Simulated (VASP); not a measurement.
Sb, 2 atoms in the cell. The structure is trigonal, space group R-3m (No. 166). Conventional cell: a = 4.326 Å, b = 4.326 Å, c = 11.053 Å, α = 90.00°, β = 90.00°, γ = 120.00°. Sb (site symmetry 3m) has 6 Sb at 2.93 to 3.29 Å as nearest neighbours. 

```yaml
Program: VASP 6.6.1
Task: relaxation of cell and atoms
Functional: PBE
Dispersion: D3(BJ)
Potentials_or_basis: VASP PAW PBE potentials, release 64 (Sb)
Cutoff: 520 eV
k_mesh: 9 × 9 × 9
Occupations: gaussian, width 0.02 eV
Spin: no spin polarisation
Further_INCAR_settings: ALGO = Fast; EDIFF = 1e-07; AMIX = 0.2; IBRION = 2; EDIFFG = -0.002; NSW = 80; ISIF = 3
```

Potentials or basis: VASP PAW PBE potentials, release 64 (Sb).

The run is started by

```sh
$ cat potpaw_PBE.64/Sb/POTCAR > POTCAR
$ mpirun -np 1 vasp_std > vasp.out
```

Hardware: 1 thread of Intel(R) Xeon(R) 6975P-C (Granite Rapids) (shared host).

Estimate the wall time of this run.

Wall time 24 s on 1 thread of Intel(R) Xeon(R) 6975P-C (Granite Rapids), on a shared host, peak memory 0.24 GiB. Counts: scf iterations 17, k points 85, ion steps 2.
